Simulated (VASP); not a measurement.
Method: revTPSS meta-GGA, VASP's PBE PAW potentials (set 64) (plane waves; VASP). For the first row: Run with 520 eV cut-off, 7×7×7 Γ-centred mesh, Gaussian smearing of 0.050 eV, potentials Pb_d F.

```
system                energy (eV/atom)
--------------------  ----------------
PbF$_{2}$ (fluorite)            8.7961
Pb atom                        43.2718
F atom                         -2.4403
```

Atoms are spin-polarised in a large box without symmetry, with the spin fixed by Hund's rule, and may not be in the lowest state of each functional; no zero-point energy is added.  Spin-orbit coupling is left out, which shifts such energies by up to tenths of an eV for the heavy elements here.

Problem. What is the cohesive energy per atom of PbF₂?

Solution. The references average (1×(43.2718) + 2×(-2.4403))/3 = 12.7971 eV, so the cohesive energy is 12.7971 − (8.7961) = 4.001 eV/atom.
